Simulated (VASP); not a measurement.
Computed with revTPSS meta-GGA, VASP's PBE PAW potentials (set 64) (plane waves; VASP).

A VASP calculation is set up with these files.

File KPOINTS:
```
Automatic mesh
0
Gamma
7 7 7
0 0 0
```

**POSCAR**
```
SnTe
1.0
  0.0000000000   3.2219765189   3.2219765189
  3.2219765189   0.0000000000   3.2219765189
  3.2219765189   3.2219765189   0.0000000000
Sn Te
1 1
Cartesian
  0.0000000000   0.0000000000   0.0000000000
  3.2219765189   3.2219765189   3.2219765189
```

### INCAR
```
LWAVE = .False.
NELM = 100
SYSTEM = SnTe
ISIF = 2   # forces and stress, cell fixed
LASPH = .True.   # aspherical one-centre terms
ISMEAR = 0
LMIXTAU = .True.
LREAL = .False.   # projection in real space or not
METAGGA = RTPSS
ENCUT = 520   # plane-wave cut-off (eV)
LCHARG = .False.
PREC = Accurate
ALGO = Normal   # blocked Davidson
SIGMA = 0.05
LMAXMIX = 4   # l cut-off of mixed one-centre charges
EDIFF = 1E-7
```

POTCAR, in this order: Sn_d Te (PBE.64 set). Program: vasp_std.

What VASP printed:

OSZICAR:
```
       N       E                     dE             d eps       ncg     rms          rms(c)
DAV:   1     0.156996763316E+03    0.15700E+03   -0.99935E+03   560   0.165E+03
DAV:   2     0.384444697359E+02   -0.11855E+03   -0.11713E+03   590   0.365E+02
DAV:   3     0.282670444442E+02   -0.10177E+02   -0.98999E+01   734   0.106E+02
DAV:   4     0.280269573013E+02   -0.24009E+00   -0.24003E+00   626   0.177E+01
DAV:   5     0.280198761087E+02   -0.70812E-02   -0.70811E-02   768   0.297E+00    0.642E+00
DAV:   6     0.303583873524E+02    0.23385E+01   -0.10845E+01   644   0.522E+01    0.283E+00
DAV:   7     0.297887478544E+02   -0.56964E+00   -0.79060E-01   578   0.117E+01    0.176E+00
DAV:   8     0.299495953137E+02    0.16085E+00   -0.17379E-01   608   0.367E+00    0.122E+00
DAV:   9     0.298218727617E+02   -0.12772E+00   -0.46146E-01   578   0.101E+01    0.671E-01
DAV:  10     0.298270959545E+02    0.52232E-02   -0.12055E-01   560   0.560E+00    0.670E-01
DAV:  11     0.298274056887E+02    0.30973E-03   -0.77753E-03   632   0.112E+00    0.265E-01
DAV:  12     0.298187927809E+02   -0.86129E-02   -0.12180E-02   560   0.177E+00    0.102E-01
DAV:  13     0.298188481703E+02    0.55389E-04   -0.10517E-03   632   0.477E-01    0.926E-02
DAV:  14     0.298187025717E+02   -0.14560E-03   -0.12953E-04   614   0.170E-01    0.693E-02
DAV:  15     0.298186989437E+02   -0.36280E-05   -0.66038E-05   644   0.136E-01    0.471E-02
DAV:  16     0.298186754399E+02   -0.23504E-04   -0.42307E-05   572   0.101E-01    0.139E-02
DAV:  17     0.298186788234E+02    0.33835E-05   -0.77962E-06   632   0.523E-02    0.541E-03
DAV:  18     0.298186766385E+02   -0.21848E-05   -0.21863E-06   578   0.213E-02    0.456E-03
DAV:  19     0.298186772229E+02    0.58437E-06   -0.48776E-07   602   0.109E-02    0.299E-03
DAV:  20     0.298186774151E+02    0.19224E-06   -0.31821E-08   298   0.305E-03    0.135E-03
DAV:  21     0.298186773561E+02   -0.59010E-07   -0.27087E-08   292   0.121E-03
   1 F= 0.29818677E+02 E0= 0.29818677E+02  d E =-.323944E-15
```

### OUTCAR
```
------------------------ aborting loop because EDIFF is reached ----------------------------------------
  FORCE on cell =-STRESS in cart. coord.  units (eV):
  Direction    XX          YY          ZZ          XY          YZ          ZX
  --------------------------------------------------------------------------------------
  Total       -0.9516309     -0.9516309     -0.9516309      0.0000000     -0.0000000      0.0000000
  in kB      -22.7919786    -22.7919786    -22.7919786      0.0000000     -0.0000000      0.0000000
  external PRESSURE =     -22.7919786 kB  Pullay stress =       0.0000000 kB
  volume of cell :       66.90
      direct lattice vectors                 reciprocal lattice vectors
     0.000000000  3.221976519  3.221976519    -0.155184247  0.155184247  0.155184247
     3.221976519  0.000000000  3.221976519     0.155184247 -0.155184247  0.155184247
     3.221976519  3.221976519  0.000000000     0.155184247  0.155184247 -0.155184247
 POSITION                                       TOTAL-FORCE (eV/Angst)
 -----------------------------------------------------------------------------------
      0.00000      0.00000      0.00000         0.000000      0.000000     -0.000000
      3.22198      3.22198      3.22198         0.000000     -0.000000      0.000000
 -----------------------------------------------------------------------------------
    total drift:                               -0.000000      0.000000      0.000000
  FREE ENERGIE OF THE ION-ELECTRON SYSTEM (eV)
  ---------------------------------------------------
  free  energy   TOTEN  =        29.8186773561 eV

  energy  without entropy=       29.8186773561  energy(sigma->0) =       29.81867736
```
(Selected blocks of OUTCAR.)

The compound is SnTe in the rock salt structure, which distorts at low temperature. This cell is one point of a volume scan, at 1.06 of the reference volume.
